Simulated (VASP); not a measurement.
A VASP calculation is set up with these files.

**INCAR**
```
# general
SYSTEM  = VSe2
PREC    = Accurate
ENCUT   = 400   # plane-wave cut-off (eV)
LREAL   = .FALSE.
LASPH   = .TRUE.

# electronic loop
EDIFF   = 1E-6
NELM    = 100   # most electronic steps
ALGO    = Normal   # blocked Davidson
LMAXMIX = 4

# smearing
ISMEAR  = 0   # Gaussian
SIGMA   = 0.05   # width (eV)

# functional
GGA     = PE   # PBE

# spin
ISPIN   = 1

# ions
ISIF    = 2   # forces and stress, cell fixed

# output
LWAVE   = .FALSE.
LCHARG  = .FALSE.
LORBIT  = 10
```

POSCAR:
```
VSe2
6.3849670
  0.2475022972   0.1428954919   0.9582920319
 -0.2475022972   0.1428954919   0.9582920319
  0.0000000000  -0.2857909837   0.9582920319
V Se
1 2
Cart
  0.0000000000   0.0000000000   0.0000000000
 -0.0000000000  -0.0000000000   2.1627692868
 -0.0000000000   0.0000000000   1.6703030116
```

File KPOINTS:
```
Automatic mesh
0
G
  7 7 7
0 0 0
```

POTCAR, in this order: V_sv Se (PBE.64 set). Program: vasp_std.

Question: Write an equivalent input for Quantum ESPRESSO's pw.x.

Answer: One equivalent input (not run):
```
&CONTROL
  calculation = 'scf'
  pseudo_dir = './pseudo'
  outdir = './out'
  tprnfor = .true.
  tstress = .true.
/
&SYSTEM
  ibrav = 0
  nat = 3
  ntyp = 2
  ecutwfc = 86
  occupations = 'smearing'
  smearing = 'gaussian'
  degauss = 0.003675
  input_dft = 'pbe'
/
&ELECTRONS
  conv_thr = 7.3e-08
  electron_maxstep = 100
/
ATOMIC_SPECIES
  V 50.941 V.upf
  Se 78.971 Se.upf
CELL_PARAMETERS angstrom
     1.5802940    0.9123830    6.1186630
    -1.5802940    0.9123830    6.1186630
     0.0000000   -1.8247660    6.1186630
ATOMIC_POSITIONS crystal
  V    0.0000000  0.0000000  0.0000000
  Se   0.7523000  0.7523000  0.7523000
  Se   0.5810000  0.5810000  0.5810000
K_POINTS automatic
  7 7 7 0 0 0
```
Limits of the translation: the potentials are each code's own (VASP's PAW set, PseudoDojo norm-conserving files in pw.x), so ENCUT and ecutwfc are chosen apart and not converted; conv_thr bounds pw.x's estimated SCF error, while EDIFF bounds the energy change between steps.

The structure was generated: VSe2 was put into the 3R-MoS2 type (R3m), which need not be its known phase. The cell was not relaxed at this level. The k-mesh is coarse (spacing up to 0.33 per Å, 2π included), so the numbers may not be converged in it. The run is one of a series of settings (ISPIN = 1, the spin start removed against the base run), some of them coarse on purpose.
